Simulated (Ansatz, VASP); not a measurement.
# MgCdO in VASP and in Ansatz

```xyz
6
Lattice="4.0163 0.0000 0.0000 0.0000 4.0163 0.0000 0.0000 0.0000 7.2510" Properties=species:S:1:pos:R:3 pbc="T T T"
Mg    0.0000    2.0082    7.1161
Mg    2.0082    0.0000    0.1348
Cd    0.0000    2.0082    3.2663
Cd    2.0082    0.0000    3.9847
O     0.0000    0.0000    0.0000
O     2.0082    2.0082    0.0000
```

Change from the starting cell: species swapped into the DyClO type (P4/nmm, No. 129).

Alike in both runs: functional PBE; k mesh 6 × 6 × 4; occupations gaussian, width 0.1 eV; no spin polarisation.

Ansatz relaxed the structure, and its values are those at the end. VASP's run is a single point on that final structure, the one shown.

```csv
,VASP,Ansatz
version,VASP 6.6.1,Ansatz 0.2.0
potentials or method,"VASP PAW PBE potentials, release 64 (Mg, Cd, O)","scalar-relativistic, plane waves, PAW"
plane-wave cutoff (eV),520,420
valence electrons in the cell,40,72
```

```tsv
	VASP	Ansatz	Ansatz less VASP
gap on the k mesh at the Fermi level (eV)	none	none	-
pressure (GPa)	0.1	0.1	+0.08
rms of the force components (eV/Å)	0.006	0.007	+0.0006
```

A gap of «none» marks a metal or a gap that the smearing closes. The two sets of potentials don't hold the same shells in valence.
